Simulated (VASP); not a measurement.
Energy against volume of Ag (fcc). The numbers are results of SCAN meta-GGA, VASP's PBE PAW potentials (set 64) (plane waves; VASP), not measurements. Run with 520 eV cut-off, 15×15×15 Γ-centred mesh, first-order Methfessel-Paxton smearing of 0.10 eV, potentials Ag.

```tsv
V (Å³/atom)	E (eV/atom)
16.478	-31.36515
16.987	-31.37143
17.497	-31.36703
18.007	-31.35420
```

**Question.** Fit these four points and predict the energy of the run at 15.968 Å³/atom.

**Answer.** A cubic in V^(−2/3), the third-order Birch-Murnaghan form, passes through the four points with V0 = 17.01 Å³/atom and B0 = 110 GPa, and gives -31.3454 eV/atom there. The run gave -31.3457 eV/atom, -0.3 meV/atom from the fit; all five points give B0 = 110 GPa.

The compound is Ag in the fcc structure. It was relaxed first.
